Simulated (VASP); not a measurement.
Given:

```yaml
crystal:
  lattice:
    - [3.45573, 0.00000, 0.00000]
    - [0.00000, 3.45573, 0.00000]
    - [0.00000, 0.00000, 3.45573]
  atoms:
    - { symbol: Si, position: [0.00000, 0.00000, 0.00000] }
    - { symbol: Ni, position: [0.00000, 0.50000, 0.50000] }
    - { symbol: Ni, position: [0.50000, 0.00000, 0.50000] }
    - { symbol: Ni, position: [0.50000, 0.50000, 0.00000] }
```

Computed with r2SCAN+rVV10, VASP's PBE PAW potentials (set 64) (plane waves; VASP). Numerical set-up: 400 eV cut-off, 10×10×10 Γ-centred mesh, tetrahedra with Blöchl corrections, potentials Si Ni.

Task: Give the energies of bands 7 to 20 at the high-symmetry points, in eV from the Fermi level.

Result: 
```csv
band,Γ,X,M,R
7,-3.87,-3.19,-2.96,-4.14
8,-1.69,-2.37,-2.96,-2.40
9,-1.69,-2.37,-2.27,-2.40
10,-1.69,-2.27,-2.27,-2.40
11,-1.01,-2.14,-1.69,-1.64
12,-1.01,-1.47,-1.61,-1.64
13,-1.01,-1.41,-1.61,-1.64
14,-0.74,-1.41,-1.60,-1.37
15,-0.74,-1.27,-1.22,-1.37
16,-0.35,-0.67,-1.11,-0.54
17,0.07,0.07,-0.99,-0.21
18,0.07,3.96,0.71,-0.21
19,0.07,3.96,0.71,-0.21
20,5.71,5.60,6.16,1.58
```

It has no gap at this level: it comes out as a metal or semimetal.

The structure comes from a measured SiNi3 entry (Pm-3m) of the Crystallography Open Database, whose conditions weren't checked. It was relaxed first, which changed the volume by -7 %. The run is not spin-polarised, so no magnetic state was tried.
